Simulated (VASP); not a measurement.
Input for VASP

**KPOINTS**
```
Automatic
0
gamma
  4 5 2
0 0 0
```

### INCAR
```
ALGO = Normal
EDIFF = 1E-6
ENCUT = 300
ISIF = 2
ISMEAR = 0
LASPH = .TRUE.
LCHARG = .FALSE.
LMAXMIX = 6
LREAL = .FALSE.
LWAVE = .FALSE.
NELM = 100
PREC = Accurate
SIGMA = 0.01
SYSTEM = HfS3
```

POSCAR:
```
HfS3
9.0540090
  0.5648312256   0.0000000000   0.0000000000
  0.0000000000   0.3959399643   0.0000000000
 -0.1326683020   0.0000000000   1.0000000000
Hf S
2 6
Cartesian
  0.0748896762   0.2969549732   0.6513600000
  0.3572732474   0.0989849911   0.3486400000
  0.4710008111   0.2969549732   0.1781800000
 -0.0388378875   0.0989849911   0.8218200000
  0.0748117162   0.0989849911   0.4481000000
  0.3573512074   0.2969549732   0.5519000000
  0.1887097181   0.0989849911   0.8219500000
  0.2434532055   0.2969549732   0.1780500000
```

POTCAR, in this order: Hf_pv S (LDA.64 set). Program: vasp_std.

Question: Write an equivalent input for Ansatz.

Answer: One equivalent input (not run):
Ansatz 0.2 input:
```yaml
crystal:
  lattice:
    - [5.1139870, 0.0000000, 0.0000000]
    - [0.0000000, 3.5848440, 0.0000000]
    - [-1.2011800, 0.0000000, 9.0540090]
  atoms:
    - { symbol: Hf, position: [0.2855800, 0.7500000, 0.6513600] }
    - { symbol: Hf, position: [0.7144200, 0.2500000, 0.3486400] }
    - { symbol: S, position: [0.8757300, 0.7500000, 0.1781800] }
    - { symbol: S, position: [0.1242700, 0.2500000, 0.8218200] }
    - { symbol: S, position: [0.2377000, 0.2500000, 0.4481000] }
    - { symbol: S, position: [0.7623000, 0.7500000, 0.5519000] }
    - { symbol: S, position: [0.5271600, 0.2500000, 0.8219500] }
    - { symbol: S, position: [0.4728400, 0.7500000, 0.1780500] }
kpoints:
  mp_grid: { grid: [4, 5, 2] }
hamiltonian:
  xc: lda
  pseudopotentials: { kind: paw }
scf:
  occupations: { method: gaussian, width: 0.01 }
  max_iter: 100
output: { forces: true, stress: true, eigenvalues: true }
```
Limits of the translation: each code has its own PAW files, so the cut-off isn't converted (ENCUT is set for VASP's; basis.ecutwfc is left out, and Ansatz then takes the one that its files recommend); Ansatz stops its SCF on the density residual and VASP on the energy change (EDIFF); Ansatz's lda is the Perdew-Wang form, while the LDA potentials of VASP carry Perdew-Zunger's.

The structure comes from a computed database's HfS3 entry; how it stands against other phases isn't given here. The cell was not relaxed at this level.
